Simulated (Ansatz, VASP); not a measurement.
Sn2Pb in VASP and in Ansatz

Contents of INCAR:

```
ALGO     = Fast           # electronic algorithm
EDIFF    = 1E-6           # SCF threshold, eV
ENCUT    = 520            # plane-wave cutoff, eV
GGA      = PS             # functional
ISIF     = 2              # what is computed and relaxed
ISMEAR   = 0              # smearing method
LASPH    = T              # aspherical terms in the spheres
LCHARG   = T              # write CHGCAR
LELF     = T              # ELF
LREAL    = F              # projectors in reciprocal space
LVHAR    = T            
LWAVE    = F              # write WAVECAR
NBANDS   = 28             # bands
NELM     = 60             # most SCF steps
PREC     = Accurate       # precision mode
SIGMA    = 0.05           # smearing width, eV
```

Contents of KPOINTS:

```
k-points
0
Gamma
  4 4 4
```

File POSCAR:

```
Sn2Pb
1.0
    0.0000000000      3.6432453476      3.6432453476
    3.6432453476      0.0000000000      3.6432453476
    3.6432453476      3.6432453476      0.0000000000
Pb Sn
1 2
Direct
    0.0000000000      0.0000000000      0.0000000000
    0.2500000000      0.2500000000      0.2500000000
    0.7500000000      0.7500000000      0.7500000000
```

Input for Ansatz:

```yaml
crystal:
  lattice:
    - [0.0, 3.6432453476, 3.6432453476]
    - [3.6432453476, 0.0, 3.6432453476]
    - [3.6432453476, 3.6432453476, 0.0]
  atoms:
    - { symbol: Pb, position: [0.0, 0.0, 0.0] }
    - { symbol: Sn, position: [0.25, 0.25, 0.25] }
    - { symbol: Sn, position: [0.75, 0.75, 0.75] }
basis:
  ecutwfc: 420
kpoints:
  mp_grid: { grid: [4, 4, 4] }
hamiltonian:
  xc: pbesol
scf:
  occupations: { method: gaussian, width: 0.05 }
output:
  forces: true
  stress: true
  eigenvalues: true
```

The cell comes from a database or a generator and needn't be the stable form of this composition.

Alike in both runs: task single point; functional PBEsol; k mesh 4 × 4 × 4; occupations gaussian, width 0.05 eV; no spin polarisation.

|  | VASP | Ansatz |
| --- | --- | --- |
| version | VASP 6.6.1 | Ansatz 0.2.0 |
| potentials or method | VASP PAW PBE potentials, release 64 (Pb_d, Sn_d) | scalar-relativistic, plane waves, PAW |
| plane-wave cutoff (eV) | 520 | 420 |
| valence electrons in the cell | 42 | 42 |

```csv
,VASP,Ansatz,Ansatz less VASP
gap on the k mesh at the Fermi level (eV),none,none,-
pressure (GPa),1.5,1.5,0.00
```

A gap of «none» marks a metal or a gap that the smearing closes.

Caveats: the k mesh is coarse (spacing up to 0.37 Å⁻¹), so the values aren't converged; the PAW data sets were made with another functional, which shifts forces and pressure a little (VASP). Spin-orbit coupling is left out, which matters for the levels of Pb.
